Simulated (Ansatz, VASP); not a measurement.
# Cu4C3 (Cu/graphene/Cu): VASP beside Ansatz, part 2 of 2

Aim: how closely do two programs agree when they are given the same cell, functional and k mesh? The structure shown is the end of the VASP relaxation below.

VASP 6.6.1 and Ansatz 0.2.0.

So far: The starting structure; VASP: relaxation, PBE.

### 3. Ansatz: single point, PBE

Level of this step: Ansatz beside VASP: Kohn-Sham DFT, plane waves, PBE (Ansatz).

Ansatz runs on its default PAW (the set named soft_2) files.

The same cell, functional, mesh and smearing now go to Ansatz, which takes its cutoff from its data sets.

Contents of input.yaml:

```yaml
crystal:
  lattice:
    - [2.46, 0.0, 0.0]
    - [-1.23, 2.13042249, 0.0]
    - [0.0, 0.0, 41.44092839]
  atoms:
    - { symbol: Cu, position: [0.0, 0.0, 0.17771333] }
    - { symbol: Cu, position: [0.33333333, 0.66666667, 0.22945674] }
    - { symbol: Cu, position: [0.66666667, 0.33333333, 0.2808976] }
    - { symbol: Cu, position: [0.0, 0.0, 0.3325247] }
    - { symbol: Cu, position: [0.0, 0.0, 0.6678233] }
    - { symbol: Cu, position: [0.33333333, 0.66666667, 0.71948159] }
    - { symbol: Cu, position: [0.66666667, 0.33333333, 0.77094127] }
    - { symbol: Cu, position: [0.0, 0.0, 0.82268594] }
    - { symbol: C, position: [0.0, 0.0, 0.41575529] }
    - { symbol: C, position: [0.33333333, 0.66666667, 0.41575408] }
    - { symbol: C, position: [0.0, 0.0, 0.49946733] }
    - { symbol: C, position: [0.66666667, 0.33333333, 0.49949385] }
    - { symbol: C, position: [0.0, 0.0, 0.58399842] }
    - { symbol: C, position: [0.33333333, 0.66666667, 0.58400658] }
hamiltonian:
  xc: pbe
  pseudopotentials: { kind: paw }
kpoints:
  mp_grid: { grid: [12, 12, 1] }
scf:
  occupations: { method: fermi_dirac, width: 0.1 }
  n_extra_bands: 7
efield:
  axis: 3
  dipole_correction: true
  ramp_width: 0.04
output:
  forces: true
  eigenvalues: true
  write_density: true
  write_potential: true
  elf: true
  volumetric_format: npy
```

Command:

```console
$ ansatz run input.yaml --threads 4 --pin off --max-ram 9216MiB --backend cpu --events-out ev --progress --plain --runs-dir out
```

Numbers of over 12 decimals in the logs are rounded to 6 here.

Output:

```text
scf.n_extra_bands = 7 over 88 filled bands (N_el = 176.0): the run solves 95 bands
Engine: ansatz 0.2.0, aarch64-unknown-linux-gnu
Pseudopotentials: kind: paw
Pseudopotential: Cu, paw, valence charge 19, recommended cutoff 420 eV (normal), Cu.paw.azcp
Pseudopotential: C, paw, valence charge 4, recommended cutoff 420 eV (normal), C.paw.azcp
Functional definition: PBE
  parameter kappa = 0.804
  parameter beta = 0.066725
  exchange = pbe_x(kappa = kappa, mu = beta*pi^2/3)
  correlation = pbe_c(beta = beta)
Crystal: 14 atoms, lattice volume = 217.185 Å³
Basis set: ecut = 420 eV, 4105 PW (Γ), exchange–correlation on 36×36×576 points (8 copies of the dense FFT grid, shifted against one another)
Bands: 95, of which v1, the nominal top of the filled ones, is band 88 counted from 1 (87 counted from 0)
Symmetry: 6 space group operations
Space group: P3m1 (ITA 156), of the structure as read, at distance tolerance 6.0e-5 Å
k-points: 19 of 144 (time reversal used)
Non-local potential: Cu, projectors of the file, l = 0: 3, l = 1: 2, l = 2: 3, l = 3: 1
Non-local potential: C, projectors of the file, l = 0: 2, l = 1: 2, l = 2: 1
PAW form: soft (Blöchl's): semilocal exchange-correlation on the pseudo side does not see the compensation charge
PAW one-centre angular grid: Cu, 590 points (default); XC on 64 Gauss nodes
PAW one-centre angular grid: C, 110 points (default); XC on 64 Gauss nodes
Initial density: superposition of atomic densities (neutral atoms: chi_scale 0, normalization atom), corrected by the library's trained network
Initial wavefunctions: pseudopotential atomic-orbital guess
Functional: x = pbe(κ = 0.804, μ = 0.219515), c = pbe(β = 0.066725)
SCF iter   1: F=—  HF=-54505.042271 eV  |F-HF|=—  |Δ(HF+E_count)|=         —  Δρ=3.93e-3  dr2=6.80e-1  ethr=1.77e-3  p=0.001 e·Å  D=5.14e-4 V/Å  ΔV_dip=-0.02 eV  dr2_dipole=2.98e-2  V_vac-E_F(+/−)=4.63/4.65 eV  ⟨swp⟩=5.9  Hψ=7097  notcnv=0
efield: sawtooth ramp at fractional position 0.9802 (placed from the atoms, in the widest stretch of the axis that holds none; the zero of the levels goes with the place), width 0.0400; the density the first Hamiltonian is built on has a dipole p = 0.001 e·Å; the dipole correction subtracts the counter field D = 5.14e-4 V/Å, which shifts the + side's vacuum level by -0.02 eV against the − side's; the planar-averaged density in the ramp window peaks in size at 8.2e-5 e/Å³
preconditioner: auto → LDOS  [metal: Δε(μ)=0.083 eV  Ē_g=6.677 eV  σ=0.100 eV  W_gap=0.20  n_scr=34 (ndim 8)  ℏωp=26.7 eV  f_vac=0.337  D(μ)=2.90/eV (n_scr^D=20)  β→1.0]
SCF iter   2: F=—  HF=-54505.086228 eV  |F-HF|=—  |Δ(HF+E_count)|=   4.40e-2  Δρ=7.04e-3  dr2=1.06e0  ethr=3.86e-4  p=-0.000 e·Å  D=-1.90e-4 V/Å  ΔV_dip=0.01 eV  dr2_dipole=1.18e-4  V_vac-E_F(+/−)=4.91/4.90 eV  ⟨swp⟩=2.3  Hψ=3326  notcnv=0  defer=2
SCF iter   3: F=—  HF=-54505.015645 eV  |F-HF|=—  |Δ(HF+E_count)|=   7.06e-2  Δρ=2.08e-3  dr2=2.70e-1  ethr=3.86e-4  p=-0.000 e·Å  D=-9.03e-6 V/Å  ΔV_dip=0.00 eV  dr2_dipole=6.06e-5  V_vac-E_F(+/−)=4.85/4.85 eV  ⟨swp⟩=1.5  Hψ=2253  notcnv=0  defer=2
SCF iter   4: F=—  HF=-54505.005509 eV  |F-HF|=—  |Δ(HF+E_count)|=   1.01e-2  Δρ=1.51e-3  dr2=3.49e-2  ethr=1.54e-4  p=-0.000 e·Å  D=-9.48e-7 V/Å  ΔV_dip=0.00 eV  dr2_dipole=4.01e-4  V_vac-E_F(+/−)=4.88/4.88 eV  ⟨swp⟩=1.4  Hψ=2268  notcnv=0  defer=3
SCF iter   5: F=—  HF=-54505.004088 eV  |F-HF|=—  |Δ(HF+E_count)|=   1.42e-3  Δρ=3.60e-4  dr2=8.40e-3  ethr=1.98e-5  p=0.000 e·Å  D=5.79e-6 V/Å  ΔV_dip=-0.00 eV  dr2_dipole=6.86e-5  V_vac-E_F(+/−)=4.88/4.88 eV  ⟨swp⟩=1.1  Hψ=1902  notcnv=0  defer=2
SCF iter   6: F=—  HF=-54505.003852 eV  |F-HF|=—  |Δ(HF+E_count)|=   2.36e-4  Δρ=1.15e-4  dr2=7.06e-5  ethr=4.77e-6  p=-0.000 e·Å  D=-2.24e-5 V/Å  ΔV_dip=0.00 eV  dr2_dipole=9.20e-8  V_vac-E_F(+/−)=4.90/4.90 eV  ⟨swp⟩=1.6  Hψ=2055  notcnv=0  defer=2
SCF iter   7: F=—  HF=-54505.003896 eV  |F-HF|=—  |Δ(HF+E_count)|=   4.38e-5  Δρ=6.48e-5  dr2=8.31e-5  ethr=4.01e-8  p=-0.000 e·Å  D=-1.67e-5 V/Å  ΔV_dip=0.00 eV  dr2_dipole=8.19e-8  V_vac-E_F(+/−)=4.90/4.90 eV  ⟨swp⟩=2.2  Hψ=2869  notcnv=0  defer=2
SCF iter   8: F=—  HF=-54505.003894 eV  |F-HF|=—  |Δ(HF+E_count)|=   2.04e-6  Δρ=3.51e-5  dr2=3.16e-6  ethr=4.01e-8  p=-0.000 e·Å  D=-2.00e-5 V/Å  ΔV_dip=0.00 eV  dr2_dipole=5.44e-8  V_vac-E_F(+/−)=4.91/4.91 eV  ⟨swp⟩=1.6  Hψ=2015  notcnv=0  defer=2
SCF iter   9: F=—  HF=-54505.003894 eV  |F-HF|=—  |Δ(HF+E_count)|=   6.46e-7  Δρ=1.99e-5  dr2=5.15e-6  ethr=1.79e-9  p=-0.000 e·Å  D=-1.75e-5 V/Å  ΔV_dip=0.00 eV  dr2_dipole=1.63e-8  V_vac-E_F(+/−)=4.91/4.91 eV  ⟨swp⟩=2.1  Hψ=2772  notcnv=0  defer=2
SCF iter  10: F=—  HF=-54505.003894 eV  |F-HF|=—  |Δ(HF+E_count)|=   1.97e-7  Δρ=1.02e-5  dr2=3.61e-7  ethr=1.79e-9  p=-0.000 e·Å  D=-1.65e-5 V/Å  ΔV_dip=0.00 eV  dr2_dipole=1.00e-8  V_vac-E_F(+/−)=4.91/4.91 eV  ⟨swp⟩=2.1  Hψ=2553  notcnv=0  defer=2
SCF iter  11: F=-54505.003894 eV  HF=-54505.003894 eV  |F-HF|=6.36e-8  |Δ(HF+E_count)|=   1.62e-8  Δρ=3.80e-6  dr2=7.14e-8  ethr=5.68e-11  p=-0.000 e·Å  D=-1.61e-5 V/Å  ΔV_dip=0.00 eV  dr2_dipole=5.17e-9  V_vac-E_F(+/−)=4.91/4.91 eV  ⟨swp⟩=11.3  Hψ=14357  notcnv=0
SCF 1 converged in 11 iterations: F = -54505.003894 eV  dr2 = 7.14e-8
  greatest PAW one-centre occupation: 1.000 electrons in one spin orbital (limit 2), on the Cu atom at site 0 (counted from 0), in its partial waves of l = 0
WARN: The output density's exchange-correlation potential varies sharply where the density is thin. Do not read a vacuum level from v_tot or v_xc, or from such a field of the output density. On a cell that repeats whose density bears no net charge and no dipole along the vacuum's axis use v_es (v_loc + v_h of the components); under efield.dipole_correction with no amplitude use v_es + v_field, which holds any externa [...]
SCF converged after 11 iterations
Free energy (F): -54505.003894 eV
Harris-Foulkes:  -54505.003894 eV  (|F-HF|=6.36e-8)
Internal energy: -54504.903398 eV  (E = F + TS)
E sigma→0 (E₀):  -54504.953646 eV
Entropy (-TS):   -0.100496 eV (-7.178 meV/atom)
Fermi energy:    7.501465 eV
Dipole field:    D = 0.000077 V/Å  (p = 0.000092 e·Å, saw-weighted, corrected)
Work function:   Φ+ = 4.9093 eV   Φ− = 4.9125 eV
Levels:          The Fermi level and band energies are counted from a zero that moves with the ramp; work functions are not
--- Per-component energies (eV) ---
  E_band       = -4334.832303
  E_kinetic    = 2949.202744
  E_local      = -266020.690516  (includes V_loc(G=0)·N_el)
  E_nonlocal   = 3283.973648
  E_hartree    = 130195.236343
  E_xc         = -1004.554136
  E_vxc        = -1281.182650  (∫ρ·V_xc dr)
  E_paw        = -13899.780096  (= ΣΔE_a)
  E_vpaw       = -3656.621544  (= ΣTr[D̂ρ^β])
  E_aug_tail   = 0.002425  (compensation charges beyond the density's cutoff)
  E_efield     = 0.000000  (sawtooth field / dipole correction)
  E_vefield    = 0.000039  (∫n·V_field dr)
  E_ewald      = 89991.706189
  E_smearing   = -0.100496  (= −TS)
  E_closure    = 0.000000  (closes the sum)
  Σ components = -54505.003894   (vs F -54505.003894, Δ=0.00e0)
--- Forces (eV/Å), atoms counted from 1 ---
  atom   1  Cu     0.00000000    -0.00000000    -0.01390369
  atom   2  Cu     0.00000000    -0.00000000    -0.01171373
  atom   3  Cu     0.00000000     0.00000000    -0.00335054
  atom   4  Cu    -0.00000000     0.00000000    -0.03590131
  atom   5  Cu     0.00000000     0.00000000     0.03712371
  atom   6  Cu     0.00000000    -0.00000000     0.00276219
  atom   7  Cu     0.00000000     0.00000000     0.00973686
  atom   8  Cu     0.00000000     0.00000000     0.01348945
  atom   9  C      0.00000000    -0.00000000    -0.00432059
  atom  10  C      0.00000000     0.00000000    -0.00627062
  atom  11  C      0.00000000     0.00000000     0.02153061
  atom  12  C      0.00000000    -0.00000000    -0.01349506
  atom  13  C      0.00000000    -0.00000000     0.00594145
  atom  14  C      0.00000000     0.00000000    -0.00165376
  max |Σ_I F_I| component: 2.50e-5 eV/Å
--- Band table (eV; the first three rows and the last of 19) ---
  k-point 0: bands = [... 84 lower, 5.6996, 5.6996, 5.7900, 5.7900, 5.7904, 5.7904, 6.0262, 6.0347, ... 3 higher]
  k-point 1: bands = [... 84 lower, 5.5945, 5.5966, 5.6917, 5.6919, 5.7889, 5.7894, 6.5203, 6.5267, ... 3 higher]
  k-point 2: bands = [... 84 lower, 5.6695, 5.6696, 5.7849, 5.7855, 5.8552, 5.8573, 7.2541, 7.2603, ... 3 higher]
  k-point 18: bands = [... 84 lower, 7.4903, 7.4944, 7.8728, 11.3777, 11.3778, 11.6230, 11.6321, 11.6399, ... 3 higher]
```

It took 17 s on 4 threads of Arm Neoverse V2, shared host; peak memory 0.91 GiB; 65 s of CPU time.

### 4. Comparison

Known differences besides the potentials themselves: the data sets hold 176 valence electrons in Ansatz (default PAW (the set named soft_2) files) and 112 in VASP; the cutoff is 420 eV in Ansatz and 400 eV in VASP (PREC = Normal, projectors in real space). Total energies have different zeros and are not compared.

At this near-relaxed geometry the largest component of a force difference is 30 meV/Å.

### 5. Outcome

```yaml
r_m_s_force_difference_single_point_pbe: 6.5 meV/Å
```

What this shows: The r.m.s. force difference is 6.5 meV/Å (single point, PBE), within the 12 meV/Å picked in this series as the mark of a large difference. Such differences can come from data sets, numerical settings and the points named under the comparisons, not from the functional's error against experiment.

[Lines on the potential files, build, host, timing and source positions are cut from VASP's logs without a mark.]

[Logs are printed without paths, hosts, clocks, repeated set-up lines and the standing remarks that a program may print on its own settings, such as how far it seeks lower states.]

[Hosts, paths, dates, database ids (printed as entryN), source tags and the programs' standing remarks are cut or masked in the printed files.]
